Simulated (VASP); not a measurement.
VASP ran on this input.

**POSCAR**
```
CaSe
1.0
  0.0000000000   3.0335060000   3.0335060000
  3.0335060000   0.0000000000   3.0335060000
  3.0335060000   3.0335060000   0.0000000000
Ca Se
1 1
Cartesian
  0.0000000000   0.0000000000   0.0000000000
  3.0335060000   3.0335060000   3.0335060000
```

**INCAR**
```
# general
SYSTEM  = CaSe
PREC    = Accurate
ENCUT   = 420   # plane-wave cut-off (eV)
LREAL   = .False.
LASPH   = .True.

# electronic loop
EDIFF   = 1E-09   # SCF stop (eV)
NELM    = 100   # most electronic steps
ALGO    = Normal   # blocked Davidson
LMAXMIX = 4   # l cut-off of mixed one-centre charges

# smearing
ISMEAR  = 0   # Gaussian
SIGMA   = 0.01   # width (eV)

# functional
GGA     = PE   # PBE

# ions
IBRION  = 2   # conjugate gradients
NSW     = 50   # most ionic steps
ISIF    = 3   # ions, shape and volume
EDIFFG  = -0.005

# output
LWAVE   = .False.
LCHARG  = .False.
```

**KPOINTS**
```
Automatic mesh
0
Gamma
13 13 13
0 0 0
```

POTCAR, in this order: Ca_sv Se (PBE.64 set). Program: vasp_std.

Q: Translate this PBE calculation to Ansatz.

A: One equivalent input (not run):
Ansatz 0.2 input:
```yaml
crystal:
  lattice:
    - [0.0000000, 3.0335060, 3.0335060]
    - [3.0335060, 0.0000000, 3.0335060]
    - [3.0335060, 3.0335060, 0.0000000]
  atoms:
    - { symbol: Ca, position: [0.0000000, 0.0000000, 0.0000000] }
    - { symbol: Se, position: [0.5000000, 0.5000000, 0.5000000] }
kpoints:
  mp_grid: { grid: [13, 13, 13] }
hamiltonian:
  xc: pbe
  pseudopotentials: { kind: paw }
scf:
  occupations: { method: gaussian, width: 0.01 }
  max_iter: 100
relax:
  max_steps: 50
  f_tol: 0.005
  cell: {}
output: { forces: true, stress: true, eigenvalues: true }
```
Limits of the translation: each code has its own PAW files, so the cut-off isn't converted (ENCUT is set for VASP's; basis.ecutwfc is left out, and Ansatz then takes the one that its files recommend); Ansatz stops its SCF on the density residual and VASP on the energy change (EDIFF).

The structure comes from a computed database's CaSe entry; how it stands against other phases isn't given here. This run relaxes it. Symmetry was kept, so distortions that lower it aren't found. The run is one of a series of settings (EDIFF = 1E-09, EDIFFG = -0.005, ENCUT = 420, IBRION = 2, ISIF = 3, NSW = 50, KPOINTS 13×13×13 Γ-centred mesh against the base run), some of them coarse on purpose.
